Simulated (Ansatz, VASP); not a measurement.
## TePb: VASP beside Ansatz

Wanted: the spread between two codes on one cell, functional and k mesh. The cell is taken from a series of runs on this material, whose earlier steps may have relaxed, scaled, displaced or heated it; both programs get it as it stands.

Program: Ansatz 0.2.0. Level of theory: plane waves, with VASP 6.6.1 beside it; elastic constants at LDA. Results are calculated unless marked as measured.

### 1. Set-up

It takes space group Fm-3m (No. 225, cubic). Conventional cell: a = 6.382 Å, b = 6.382 Å, c = 6.382 Å, α = 90.00°, β = 90.00°, γ = 90.00°. Nearest to Te lie 6 Pb at 3.19 Å. Nearest to Pb lie 6 Te at 3.19 Å. Farther neighbours and most contacts between anions are not listed.

### 2. Ansatz: elastic constants, LDA

Ansatz runs on norm-conserving files, of PseudoDojo where its log says so.

Elastic constants are differences of stresses under small strains, so they test the stress and the mesh.

input.yaml

```yaml
crystal:
  lattice:
    - [-3.190964088, 0.0, 3.190964088]
    - [0.0, 3.190964088, 3.190964088]
    - [-3.190964088, 3.190964088, 0.0]
  atoms:
    - { symbol: Te, position: [0.5, 0.5, 0.5] }
    - { symbol: Pb, position: [0.0, 0.0, 0.0] }
kpoints:
  mp_grid: { grid: [6, 6, 6] }
hamiltonian:
  xc: lda
  pseudopotentials: { kind: nc, accuracy: standard }
scf:
  occupations: { method: fixed }
output:
  forces: true
  stress: true
  eigenvalues: true
basis:
  ecutwfc: 1142.878
elastic:
  mode: relaxed_ion
```

Run with:

```bash
> ansatz run input.yaml --threads 8 --pin off --max-ram 16384MiB --backend cpu --events-out ev --progress --plain --runs-dir out
```

The program printed:

```text
Engine: ansatz 0.2.0, aarch64-unknown-linux-gnu
Pseudopotentials: kind: nc
Pseudopotential: Te, nc, valence charge 16, recommended cutoff 1120 eV (normal), Te.nc.azcp (PseudoDojo's, or run here from an input of PseudoDojo's; its table is named by hamiltonian.pseudopotentials.accuracy)
Pseudopotential: Pb, nc, valence charge 14, recommended cutoff 761.918815 eV (normal), Pb.nc.azcp (PseudoDojo's, or run here from an input of PseudoDojo's; its table is named by hamiltonian.pseudopotentials.accuracy)
Functional definition: SPW92
  exchange = slater_x
  correlation = pw_c
Crystal: 2 atoms, lattice volume = 64.982 Å³
Basis set: ecut = 1142.878 eV, 5769 PW (Γ)
Bands: 19, of which v1, the nominal top of the filled ones, is band 15 counted from 1 (14 counted from 0)
Symmetry: 48 space group operations
Space group: Fm-3m (ITA 225), of the structure as read, at distance tolerance 4.0e-5 Å
k-points: 16 of 216
Non-local potential: Te, projectors of the file, l = 0: 3, l = 1: 2, l = 2: 2, l = 3: 2
Non-local potential: Pb, projectors of the file, l = 0: 2, l = 1: 2, l = 2: 2
Initial density: superposition of atomic densities (chi_scale 0.1, normalization cell, long waves kept (reshape's long-wave potential 0.00 eV rms))
Initial wavefunctions: pseudopotential atomic-orbital guess
Functional: x = slater, c = lda
SCF iter   1: F=—  HF=-4758.219763 eV  |F-HF|=—  |Δ(HF+E_count)|=         —  Δρ=2.37e-2  dr2=1.04e0  ethr=3.10e-3  ⟨swp⟩=5.0  Hψ=1239  notcnv=0  defer=26
preconditioner: auto → none  [insulator: Δε(μ)=0.792 eV  Ē_g=14.321 eV  n_scr=14 (ndim 8)  ℏωp=20.6 eV  f_vac=0.000  ε∞_Penn≈3.1]
SCF iter   2: F=—  HF=-4757.876891 eV  |F-HF|=—  |Δ(HF+E_count)|=   3.43e-1  Δρ=7.99e-3  dr2=6.53e-2  ethr=3.10e-3  ⟨swp⟩=3.0  Hψ=589  notcnv=0  defer=24
SCF iter   3: F=—  HF=-4757.858937 eV  |F-HF|=—  |Δ(HF+E_count)|=   1.80e-2  Δρ=3.31e-3  dr2=5.21e-3  ethr=2.18e-4  ⟨swp⟩=3.1  Hψ=516  notcnv=0  defer=26
SCF iter   4: F=—  HF=-4757.858720 eV  |F-HF|=—  |Δ(HF+E_count)|=   2.17e-4  Δρ=1.10e-3  dr2=4.72e-4  ethr=1.74e-5  ⟨swp⟩=2.7  Hψ=558  notcnv=0  defer=26
SCF iter   5: F=—  HF=-4757.858535 eV  |F-HF|=—  |Δ(HF+E_count)|=   1.85e-4  Δρ=3.71e-4  dr2=4.19e-5  ethr=1.57e-6  ⟨swp⟩=2.0  Hψ=416  notcnv=0  defer=25
SCF iter   6: F=—  HF=-4757.858513 eV  |F-HF|=—  |Δ(HF+E_count)|=   2.18e-5  Δρ=2.33e-4  dr2=1.80e-5  ethr=1.40e-7  ⟨swp⟩=2.0  Hψ=521  notcnv=0  defer=23
SCF iter   7: F=—  HF=-4757.858507 eV  |F-HF|=—  |Δ(HF+E_count)|=   5.82e-6  Δρ=7.37e-5  dr2=1.79e-6  ethr=6.00e-8  ⟨swp⟩=3.0  Hψ=608  notcnv=0  defer=22
SCF iter   8: F=—  HF=-4757.858443 eV  |F-HF|=—  |Δ(HF+E_count)|=   6.45e-5  Δρ=1.25e-5  dr2=5.23e-8  ethr=5.98e-9  ⟨swp⟩=2.9  Hψ=541  notcnv=0  defer=21
SCF iter   9: F=—  HF=-4757.858443 eV  |F-HF|=—  |Δ(HF+E_count)|=   2.74e-8  Δρ=1.11e-6  dr2=4.48e-10  ethr=1.74e-10  ⟨swp⟩=2.1  Hψ=483  notcnv=0  defer=21
SCF iter  10: F=—  HF=-4757.858443 eV  |F-HF|=—  |Δ(HF+E_count)|=  2.18e-10  Δρ=8.17e-8  dr2=1.98e-12  ethr=1.49e-12  ⟨swp⟩=2.2  Hψ=543  notcnv=0  defer=21
[...]
SCF 1 converged in 11 iterations: F = -4757.858443 eV  dr2 = 1.84e-14
Crystal: 2 atoms, lattice volume = 64.722 Å³
Basis set: ecut = 1142.878 eV, 5753 PW (Γ)
Symmetry: 16 space group operations
k-points: 30 of 216
Initial density: handed on by an earlier stage of this run
Initial wavefunctions: those handed on with the density
[...]
preconditioner: auto → none  [insulator: Δε(μ)=0.572 eV  Ē_g=14.778 eV  n_scr=14 (ndim 8)  ℏωp=20.6 eV  f_vac=0.008  ε∞_Penn≈3.0]
[...]
SCF 2 converged in 7 iterations: F = -4757.858076 eV  dr2 = 6.95e-14
[...]
SCF 4 converged in 3 iterations: F = -4757.858292 eV  dr2 = 1.01e-14
Crystal: 2 atoms, lattice volume = 64.852 Å³
[...]
preconditioner: auto → none  [insulator: Δε(μ)=0.577 eV  Ē_g=14.772 eV  n_scr=14 (ndim 8)  ℏωp=20.6 eV  f_vac=0.009  ε∞_Penn≈2.9]
[...]
SCF 5 converged in 3 iterations: F = -4757.858373 eV  dr2 = 2.62e-15
Symmetry: 8 space group operations
k-points: 46 of 216
[...]
preconditioner: auto → none  [insulator: Δε(μ)=0.561 eV  Ē_g=14.763 eV  n_scr=14 (ndim 8)  ℏωp=20.6 eV  f_vac=0.009  ε∞_Penn≈2.9]
[...]
SCF 6 converged in 7 iterations: F = -4757.858392 eV  dr2 = 7.47e-14
[...]
SCF iter   1: F=—  HF=-4757.858392 eV  |F-HF|=—  |Δ(HF+E_count)|=         —  Δρ=5.89e-7  dr2=7.19e-11  ethr=3.38e-12  ⟨swp⟩=3.3  Hψ=4968  notcnv=0  defer=55
SCF iter   2: F=—  HF=-4757.858392 eV  |F-HF|=—  |Δ(HF+E_count)|=  1.55e-11  Δρ=2.88e-7  dr2=1.48e-11  ethr=2.40e-13 (applied; sched 1.00e-12)  ⟨swp⟩=1.6  Hψ=922  notcnv=0  defer=55
SCF iter   3: F=—  HF=-4757.858392 eV  |F-HF|=—  |Δ(HF+E_count)|=  7.28e-12  Δρ=3.13e-8  dr2=8.47e-13  ethr=4.92e-14 (applied; sched 1.00e-12)  ⟨swp⟩=2.2  Hψ=1069  notcnv=0  defer=55
SCF iter   4: F=-4757.858392 eV  HF=-4757.858392 eV  |F-HF|=1.82e-12  |Δ(HF+E_count)|=  1.82e-12  Δρ=1.15e-8  dr2=4.38e-14  ethr=1.00e-12  ⟨swp⟩=6.0  Hψ=3551  notcnv=0
SCF 7 converged in 4 iterations: F = -4757.858392 eV  dr2 = 4.38e-14
SCF iter   1: F=—  HF=-4757.858430 eV  |F-HF|=—  |Δ(HF+E_count)|=         —  Δρ=1.86e-7  dr2=8.07e-13  ethr=1.00e-12  ⟨swp⟩=7.3  Hψ=4850  notcnv=0  defer=53
preconditioner: auto → none  [insulator: Δε(μ)=0.571 eV  Ē_g=14.765 eV  n_scr=14 (ndim 8)  ℏωp=20.6 eV  f_vac=0.009  ε∞_Penn≈2.9]
SCF iter   2: F=—  HF=-4757.858430 eV  |F-HF|=—  |Δ(HF+E_count)|=  1.82e-12  Δρ=9.24e-8  dr2=1.97e-13  ethr=2.69e-15 (applied; sched 1.00e-12)  ⟨swp⟩=2.7  Hψ=2001  notcnv=0  defer=53
SCF iter   3: F=-4757.858430 eV  HF=-4757.858430 eV  |F-HF|=3.64e-12  |Δ(HF+E_count)|=  1.82e-12  Δρ=5.42e-9  dr2=8.43e-15  ethr=1.00e-12  ⟨swp⟩=4.7  Hψ=3185  notcnv=0
SCF 8 converged in 3 iterations: F = -4757.858430 eV  dr2 = 8.43e-15
SCF iter   1: F=—  HF=-4757.858430 eV  |F-HF|=—  |Δ(HF+E_count)|=         —  Δρ=1.86e-7  dr2=8.28e-13  ethr=1.00e-12  ⟨swp⟩=7.6  Hψ=5382  notcnv=0  defer=61
preconditioner: auto → none  [insulator: Δε(μ)=0.571 eV  Ē_g=14.764 eV  n_scr=14 (ndim 8)  ℏωp=20.6 eV  f_vac=0.009  ε∞_Penn≈2.9]
SCF iter   2: F=—  HF=-4757.858430 eV  |F-HF|=—  |Δ(HF+E_count)|=  9.09e-13  Δρ=9.22e-8  dr2=1.94e-13  ethr=2.76e-15 (applied; sched 1.00e-12)  ⟨swp⟩=2.9  Hψ=2032  notcnv=0  defer=61
SCF iter   3: F=-4757.858430 eV  HF=-4757.858430 eV  |F-HF|=0.00e0  |Δ(HF+E_count)|=  2.73e-12  Δρ=4.06e-9  dr2=7.28e-15  ethr=1.00e-12  ⟨swp⟩=4.7  Hψ=3138  notcnv=0
SCF 9 converged in 3 iterations: F = -4757.858430 eV  dr2 = 7.28e-15
SCF converged after 11 iterations
Free energy (F): -4757.858443 eV
Harris-Foulkes:  -4757.858443 eV  (|F-HF|=1.82e-12)
Internal energy: -4757.858443 eV  (E = F + TS)
E sigma→0 (E₀):  -4757.858443 eV
Fermi energy:    9.301738 eV
--- Per-component energies (eV) ---
  E_band       = -300.189982
  E_kinetic    = 2481.650111
  E_local      = -3073.966531  (includes V_loc(G=0)·N_el)
  E_nonlocal   = -1172.409671
  E_hartree    = 1091.498808
  E_xc         = -1195.917414
  E_vxc        = -718.461506  (∫ρ·V_xc dr)
  E_ewald      = -2888.713745
  E_smearing   = -0.000000  (= −TS)
  E_closure    = 0.000000  (closes the sum)
  Σ components = -4757.858443   (vs F -4757.858443, Δ=0.00e0)
--- Forces (eV/Å), atoms counted from 1 ---
  atom   1  Te    -0.00000000    -0.00000000    -0.00000000
  atom   2  Pb     0.00000000     0.00000000    -0.00000000
  max |Σ_I F_I| component: 2.86e-28 eV/Å
--- Stress (GPa, compression-positive) ---
       -0.051675      -0.000000      -0.000000
       -0.000000      -0.051675       0.000000
       -0.000000       0.000000      -0.051675
  P = ⅓ Tr σ = -0.0517 GPa (-0.517 kbar)
--- Band table (eV; the first three rows and the last of 16) ---
  k-point 0: bands = [... 11 lower, 3.6540, 7.8442, 7.8442, 7.8442, 13.3503, 13.3503, 13.3503, 15.0865]
  k-point 1: bands = [... 11 lower, 2.8624, 7.9205, 7.9205, 8.2725, 12.1376, 12.3873, 12.3873, 14.8935]
  k-point 2: bands = [... 11 lower, 1.3676, 8.1512, 8.1512, 8.8804, 10.6612, 11.0505, 11.0505, 15.8712]
  k-point 15: bands = [... 11 lower, 1.2609, 4.8672, 5.7292, 7.9446, 12.0660, 13.5517, 15.3615, 15.3998]
--- Elastic constants: 2 strain directions × 4 members + reference (group order 48) ---
  dense FFT box of the reference and of every strained cell: 50×50×50
  strains applied: 11, 23; error gains: componentwise 1.00 (the most a stress slope's error grows in a printed constant), spectral 1.73 (1 for all six strains in a standard setting)
  C = ∂σ_k/∂η_j (tension-positive GPa; Voigt order 11 22 33 23 13 12):
       136.327      5.192      5.192     -0.000      0.000     -0.000
         5.192    136.327      5.192      0.000      0.000     -0.000
         5.192      5.192    136.327     -0.000      0.000     -0.000
         0.000     -0.000      0.000     15.701     -0.000     -0.000
        -0.000      0.000      0.000     -0.000     15.701      0.000
        -0.000      0.000     -0.000      0.000     -0.000     15.701
  reference stress σ⁰ (GPa):      0.052      0.052      0.052     -0.000      0.000      0.000
  C* (energy form; C + prestress term) asymmetry max|C*_kj − C*_jk| = 4.441e-15 GPa — a small one proves nothing (zero by symmetry where the batch's group is 432, −43m or m−3m); a large one is finite-difference/SCF noise where every solve meets its electron count
  moduli (Voigt/Reuss/Hill, GPa): K = 48.90/48.90/48.90   G = 35.65/22.57/29.11   E = 72.86   ν = 0.252
  mechanically stable: yes (min eigenvalue of sym C = 15.70 GPa)
  strain η (Voigt 11):  stress-route row diagonal C_11 = 136.33 GPa, energy-path curvature d²(F+E_count+ΔE)/dδ²/Ω₀ = 136.33 GPa
    cells at ±δ against ±2δ: C11 136.34 and 136.38 GPa, apart by 0.03 % of the column's largest entry
         δ    σ_11 (GPa)             F (eV)   n_scf  n_hpsi   n_pw
    -4.000e-3      -0.5080       -4757.8580762       7   10997   5753   relax 0 steps, max|allowed force component| 5.01e-29 eV/Å
    -2.000e-3      -0.2246       -4757.8583731       3    7776   5769   relax 0 steps, max|allowed force component| 6.56e-28 eV/Å
     2.000e-3       0.3208       -4757.8582921       3    7611   5769   relax 0 steps, max|allowed force component| 8.05e-28 eV/Å
     4.000e-3       0.5830       -4757.8579240       6    8988   5769   relax 0 steps, max|allowed force component| 4.13e-28 eV/Å
  strain η (Voigt 23):  stress-route row diagonal C_44 = 15.70 GPa, energy-path curvature d²(F+E_count+ΔE)/dδ²/Ω₀ = 15.66 GPa
    cells at ±δ against ±2δ: C44 15.70 and 15.69 GPa, apart by 0.03 % of the column's largest entry
         δ    σ_23 (GPa)             F (eV)   n_scf  n_hpsi   n_pw
    -4.000e-3      -0.0628       -4757.8583921       7   15213   5769   relax 0 steps, max|allowed force component| 2.03e-28 eV/Å
    -2.000e-3      -0.0314       -4757.8584301       3   11472   5769   relax 0 steps, max|allowed force component| 2.13e-27 eV/Å
     2.000e-3       0.0314       -4757.8584301       3   10958   5769   relax 0 steps, max|allowed force component| 3.94e-31 eV/Å
     4.000e-3       0.0628       -4757.8583921       4   11430   5769   relax 0 steps, max|allowed force component| 2.05e-28 eV/Å
```

The column dr2 measures how far the density is from self-consistency, as an energy; F and HF (Harris–Foulkes) agree once it is small.

(Part 1 of 2 ends here.)

[Lines on the potential files, build, host, timing and source positions are cut from VASP's logs without a mark.]

[Logs are printed without paths, hosts, clocks, repeated set-up lines and the standing remarks that a program may print on its own settings, such as how far it seeks lower states.]

[Hosts, paths, dates, database ids (printed as entryN), source tags and the programs' standing remarks are cut or masked in the printed files.]
